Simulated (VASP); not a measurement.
Computed with r2SCAN meta-GGA, VASP's PBE PAW potentials (set 64) (plane waves; VASP 6.6.1).

Gaps are without spin-orbit coupling.

```
Quantity                                               Result
---------------------------------------------  --------------
volume per atom                                20.13 Å^3/atom
band gap (over mesh and band path)                    0.62 eV
smallest direct gap (over mesh and band path)         1.37 eV
```

### Question
Which relaxed crystal gives these values?
A. ZnS, P6_3mc (186)
B. Si, P6_3/mmc (194)
C. CsCaF3, Pm-3m (221)
D. KCl, Fm-3m (225)

### Answer
B, Si, P6_3/mmc (194)
